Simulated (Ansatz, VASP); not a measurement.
# Cross-check of Au (Au wire along [110], 14 atoms a period) between VASP and Ansatz

One calculation is typed for both programs; each brings its own data sets. How far apart do they land? Of the first pair: The structure shown is the start of the Ansatz relaxation below; VASP solves that cell, so the two are compared at the walk's first step.

Method: plane waves, with VASP 6.6.1 beside it; PBE, in Ansatz 0.2.0.

### 1. Starting point

The cell holds 14 atoms: 14 Au. Its edges and angles: a = 15.120 Å, b = 15.625 Å, c = 2.942 Å, α = 90.0°, β = 90.0°, γ = 90.0°. Vacuum lies along a and b. The structure's axis is c.

### 2. Ansatz: relaxation, PBE

Ansatz runs on its PAW soft_1 files.

The two programs are compared at the cell with which this relaxation starts, whose forces are those of its first step.

input.yaml reads:

```yaml
crystal:
  lattice:
    - [15.12, 0.0, 0.0]
    - [0.0, 15.625, 0.0]
    - [0.0, 0.0, 2.9415642097]
  atoms:
    - { symbol: Au, position: [0.362433862, 0.688250274, 0.0] }
    - { symbol: Au, position: [0.362433862, 0.499990164, 0.0] }
    - { symbol: Au, position: [0.637566138, 0.688250274, 0.0] }
    - { symbol: Au, position: [0.637566138, 0.499990164, 0.0] }
    - { symbol: Au, position: [0.224867725, 0.405860109, 0.5] }
    - { symbol: Au, position: [0.224867725, 0.594120219, 0.5] }
    - { symbol: Au, position: [0.5, 0.2176, 0.5] }
    - { symbol: Au, position: [0.5, 0.405860109, 0.5] }
    - { symbol: Au, position: [0.5, 0.594120219, 0.5] }
    - { symbol: Au, position: [0.5, 0.782380328, 0.5] }
    - { symbol: Au, position: [0.775132275, 0.405860109, 0.5] }
    - { symbol: Au, position: [0.775132275, 0.594120219, 0.5] }
    - { symbol: Au, position: [0.362433862, 0.311730055, 0.0] }
    - { symbol: Au, position: [0.637566138, 0.311730055, 0.0] }
kpoints:
  mp_grid: { grid: [1, 1, 28] }
scf:
  occupations: { method: fermi_dirac, width: 0.05 }
hamiltonian:
  xc: pbe
  pseudopotentials: { kind: paw, azcp: { folder: soft_1 } }
relax:
  cell: { fix: [a, b, alpha, beta, gamma] }
  max_steps: 45
  f_tol: 0.03
```

Run with:

```
> ansatz run input.yaml --threads 4 --pin off --max-ram 16384MiB --backend cpu --events-out ev --progress --plain --runs-dir out
```

Numbers of over 12 decimals in the logs are rounded to 6 here.

The program printed:

```text
Engine: ansatz 0.2.0, aarch64-unknown-linux-gnu
Pseudopotentials: kind: paw
Pseudopotential: Au, paw, valence charge 19, recommended cutoff 420 eV (normal), soft_1/Au.paw.azcp
Functional definition: PBE
  parameter kappa = 0.804
  parameter beta = 0.066725
  exchange = pbe_x(kappa = kappa, mu = beta*pi^2/3)
  correlation = pbe_c(beta = beta)
Crystal: 14 atoms, lattice volume = 694.945 Å³
Basis set: ecut = 420 eV, 13491 PW (Γ), exchange–correlation on 216×216×40 points (8 copies of the dense FFT grid, shifted against one another)
Bands: 160, of which v1, the nominal top of the filled ones, is band 133 counted from 1 (132 counted from 0)
Symmetry: 8 space group operations
Space group: Pmmm (ITA 47), of the structure as read, at distance tolerance 8.9e-5 Å
k-points: 15 of 28
Non-local potential: Au, projectors of the file, l = 0: 3, l = 1: 2, l = 2: 2, l = 3: 1
PAW form: soft (Blöchl's): semilocal exchange-correlation on the pseudo side does not see the compensation charge
PAW one-centre angular grid: Au, 590 points (default); XC on 64 Gauss nodes
Initial density: superposition of atomic densities (neutral atoms: chi_scale 0, normalization atom)
Initial wavefunctions: pseudopotential atomic-orbital guess
Functional: x = pbe(κ = 0.804, μ = 0.219515), c = pbe(β = 0.066725)
SCF iter   1: F=—  HF=-184114.134296 eV  |F-HF|=—  |Δ(HF+E_count)|=         —  Δρ=3.49e-2  dr2=1.05e1  ethr=3.10e-3  ⟨swp⟩=6.3  Hψ=9291  notcnv=0  defer=71
preconditioner: auto → LDOS  [metal: Δε(μ)=0.019 eV  Ē_g=7.487 eV  σ=0.050 eV  W_gap=0.10  n_scr=134 (ndim 8)  ℏωp=17.5 eV  f_vac=0.560  D(μ)=6.06/eV (n_scr^D=28)  β→1.0]
SCF iter   2: F=—  HF=-184114.391959 eV  |F-HF|=—  |Δ(HF+E_count)|=   2.58e-1  Δρ=3.66e-2  dr2=1.06e1  ethr=3.10e-3  ⟨swp⟩=3.0  Hψ=5279  notcnv=0  defer=260
SCF iter   3: F=—  HF=-184111.324780 eV  |F-HF|=—  |Δ(HF+E_count)|=    3.07e0  Δρ=3.38e-3  dr2=1.18e-1  ethr=3.10e-3  ⟨swp⟩=2.1  Hψ=4092  notcnv=0  defer=266
SCF iter   4: F=—  HF=-184111.320155 eV  |F-HF|=—  |Δ(HF+E_count)|=   4.63e-3  Δρ=1.61e-3  dr2=5.52e-2  ethr=4.43e-5  ⟨swp⟩=2.7  Hψ=4556  notcnv=0  defer=268
SCF iter   5: F=—  HF=-184111.311431 eV  |F-HF|=—  |Δ(HF+E_count)|=   8.72e-3  Δρ=4.66e-4  dr2=1.42e-3  ethr=2.08e-5  ⟨swp⟩=2.0  Hψ=3350  notcnv=0  defer=268
SCF iter   6: F=—  HF=-184111.312041 eV  |F-HF|=—  |Δ(HF+E_count)|=   6.10e-4  Δρ=9.76e-5  dr2=9.63e-5  ethr=5.34e-7  ⟨swp⟩=2.0  Hψ=3291  notcnv=0  defer=268
SCF iter   7: F=—  HF=-184111.312410 eV  |F-HF|=—  |Δ(HF+E_count)|=   3.69e-4  Δρ=3.20e-5  dr2=9.40e-6  ethr=3.62e-8  ⟨swp⟩=2.0  Hψ=3357  notcnv=0  defer=268
SCF iter   8: F=—  HF=-184111.312412 eV  |F-HF|=—  |Δ(HF+E_count)|=   1.71e-6  Δρ=1.24e-5  dr2=2.35e-6  ethr=3.53e-9  ⟨swp⟩=2.9  Hψ=4499  notcnv=0  defer=268
SCF iter   9: F=—  HF=-184111.312412 eV  |F-HF|=—  |Δ(HF+E_count)|=   8.02e-8  Δρ=3.93e-6  dr2=1.19e-7  ethr=8.83e-10  ⟨swp⟩=2.0  Hψ=3295  notcnv=0  defer=268
SCF iter  10: F=-184111.312412 eV  HF=-184111.312412 eV  |F-HF|=3.20e-9  |Δ(HF+E_count)|=   7.72e-8  Δρ=1.06e-6  dr2=1.17e-8  ethr=3.76e-11  ⟨swp⟩=5.0  Hψ=8298  notcnv=0
SCF 1 converged in 10 iterations: F = -184111.312412 eV  dr2 = 1.17e-8
  greatest PAW one-centre occupation: 1.000 electrons in one spin orbital (limit 2), on the Au atom at site 3 (counted from 0), in its partial waves of l = 0
relax step   1: F+E_penalty+E_count = -184111.31241227 eV  Δ(F+E_penalty+E_count) = +0.000e0 eV  max|allowed force component| = 5.419e-1 eV/Å  Δτ_max = 0.0000 Å  P = -2.145 GPa  Ω = 694.945 Å³  fix = [a, b, alpha, beta, gamma]  reactions: a -1.665, b -1.197 GPa  (10 SCF iters, dr2 threshold 1.00e-7 eV, accepted)
[...]
relax step   4: F+E_penalty+E_count = -184111.97827759 eV  Δ(F+E_penalty+E_count) = -6.299e-2 eV  max|allowed force component| = 4.300e-2 eV/Å  Δτ_max = 0.2000 Å  P = -0.055 GPa  Ω = 657.101 Å³  energy of the carried Pulay correction = +4.743e-3 eV  fix = [a, b, alpha, beta, gamma]  reactions: a -0.030, b +0.032 GPa  (7 SCF iters, dr2 threshold 1.07e-6 eV, accepted)
[...]
relax step   5: F+E_penalty+E_count = -184111.98227813 eV  Δ(F+E_penalty+E_count) = -4.001e-3 eV  max|allowed force component| = 2.635e-2 eV/Å  Δτ_max = 0.0501 Å  P = -0.016 GPa  Ω = 656.052 Å³  energy of the carried Pulay correction = +4.881e-3 eV  fix = [a, b, alpha, beta, gamma]  reactions: a -0.020, b -0.001 GPa  (7 SCF iters, dr2 threshold 1.16e-7 eV, accepted)
[...]
relax step   6: F+E_penalty+E_count = -184111.97721795 eV  Δ(F+E_penalty+E_count) = +5.060e-3 eV  max|allowed force component| = 2.643e-2 eV/Å  Δτ_max = 0.0000 Å  P = -0.017 GPa  Ω = 656.052 Å³  fix = [a, b, alpha, beta, gamma]  reactions: a -0.019, b -0.002 GPa  stress off target by 2.90e-2 GPa on what of the cell is left free  SCF on the basis re-selected at this cell (its energy is not comparable with the rows above)  (7 SCF iters)
basis re-selected at this cell: Δ(F+E_penalty+E_count) = +5.060e-3 eV, ΔP = -0.000 GPa vs the last step (what re-selecting the basis moved, of the pressure what is left beyond the Pulay correction that the steps carried, after the strain that the cell walked since its last selection, with what the two solves' SCF thresholds leave and, on support functions, any second-order correction that the steps lacked; it is no m [...]
SCF converged after 7 iterations
Free energy (F): -184111.977218 eV
Harris-Foulkes:  -184111.977218 eV  (|F-HF|=8.73e-11)
Internal energy: -184111.939371 eV  (E = F + TS)
E sigma→0 (E₀):  -184111.958295 eV
Entropy (-TS):   -0.037847 eV (-2.703 meV/atom)
Fermi energy:    4.060549 eV
--- Per-component energies (eV) ---
  E_band       = -7139.326564
  E_kinetic    = 8088.161329
  E_local      = -174719.134783  (includes V_loc(G=0)·N_el)
  E_nonlocal   = 1374.110482
  E_hartree    = 83659.438921
  E_xc         = -3003.775141
  E_vxc        = -3645.242409  (∫ρ·V_xc dr)
  E_paw        = -136247.032881  (= ΣΔE_a)
  E_vpaw       = -5556.121060  (= ΣTr[D̂ρ^β])
  E_aug_tail   = 0.022910  (compensation charges beyond the density's cutoff)
  E_ewald      = 36736.269792
  E_smearing   = -0.037847  (= −TS)
  E_closure    = -0.000000  (closes the sum)
  Σ components = -184111.977218   (vs F -184111.977218, Δ=0.00e0)
--- Forces (eV/Å), atoms counted from 1 ---
  atom   1  Au    -0.00618153    -0.00474684    -0.00000000
  atom   2  Au     0.02643019     0.00000000     0.00000000
  atom   3  Au     0.00618153    -0.00474684     0.00000000
  atom   4  Au    -0.02643019    -0.00000000    -0.00000000
  atom   5  Au     0.00404525     0.00033603     0.00000000
  atom   6  Au     0.00404525    -0.00033603     0.00000000
  atom   7  Au     0.00000000    -0.00178929    -0.00000000
  atom   8  Au     0.00000000     0.02140994     0.00000000
  atom   9  Au     0.00000000    -0.02140994    -0.00000000
  atom  10  Au    -0.00000000     0.00178929     0.00000000
  atom  11  Au    -0.00404525     0.00033603    -0.00000000
  atom  12  Au    -0.00404525    -0.00033603    -0.00000000
  atom  13  Au    -0.00618153     0.00474684    -0.00000000
  atom  14  Au     0.00618153     0.00474684     0.00000000
  max |Σ_I F_I| component: 3.47e-18 eV/Å
--- Stress (GPa, compression-positive) ---
       -0.018949      -0.000000      -0.000000
       -0.000000      -0.001794       0.000000
       -0.000000       0.000000      -0.028999
  P = ⅓ Tr σ = -0.0166 GPa (-0.166 kbar)
--- Relaxed structure (5 steps of the walk, 5 accepted, 1 SCFs on fresh bases) ---
  F+E_penalty+E_count = -184111.97721795 eV   max|allowed force component| = 2.643e-2 eV/Å   (the final SCF, on the basis selected at the relaxed cell)
  cell:  # Å, volume = 656.0516 Å³
    - [15.12, 0, 0]
    - [0, 15.625, 0]
    - [0, 0, 2.776938]
  atoms:
    - { symbol: Au, position: [0.353044, 0.705471, 2.6792617386693164e-18] }
    - { symbol: Au, position: [0.363912, 0.5, -4.218848285825759e-19] }
    - { symbol: Au, position: [0.646956, 0.705471, -2.6792617386693153e-18] }
    - { symbol: Au, position: [0.636088, 0.5, 4.218848285825756e-19] }
    - { symbol: Au, position: [0.231943, 0.402543, 0.5] }
    - { symbol: Au, position: [0.231943, 0.597457, 0.5] }
    - { symbol: Au, position: [0.500000, 0.224915, 0.5] }
    - { symbol: Au, position: [0.500000, 0.405570, 0.5] }
    - { symbol: Au, position: [0.500000, 0.594430, 0.5] }
    - { symbol: Au, position: [0.500000, 0.775085, 0.5] }
    - { symbol: Au, position: [0.768057, 0.402543, 0.5] }
    - { symbol: Au, position: [0.768057, 0.597457, 0.5] }
    - { symbol: Au, position: [0.353044, 0.294529, 2.6792617386693153e-18] }
    - { symbol: Au, position: [0.646956, 0.294529, -2.6792617386693164e-18] }
```

(Continued in part 2 of 2.)

[Lines on the potential files, build, host, timing and source positions are cut from VASP's logs without a mark.]

[Logs are printed without paths, hosts, clocks, repeated set-up lines and the standing remarks that a program may print on its own settings, such as how far it seeks lower states.]

[Hosts, paths, dates, database ids (printed as entryN), source tags and the programs' standing remarks are cut or masked in the printed files.]
